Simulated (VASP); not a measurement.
Here is the system:

```xyz
2
Lattice="0.0000 2.6214 2.6214 2.6214 0.0000 2.6214 2.6214 2.6214 0.0000" Properties=species:S:1:pos:R:3 pbc="T T T"
Li     0.0000     0.0000     0.0000
Cl     2.6214     2.6214     2.6214
```

The numbers are results of AM05 GGA, VASP's PBE PAW potentials (set 64) (plane waves; VASP 6.6.1), not measurements. Settings: 520 eV cut-off, 8×8×8 Γ-centred mesh, Gaussian smearing of 0.050 eV, potentials Li_sv Cl.

Give the stress tensor in GPa (positive for a compressed cell).

```
-1.91   0.00   0.00
 0.00  -1.91   0.00
 0.00   0.00  -1.91
```
The pressure is its mean diagonal, -1.91 GPa.

The compound is LiCl in the rock salt structure. The cell was not relaxed at this level. The run is one of a series of settings (GGA = AM against the base run), some of them coarse on purpose.
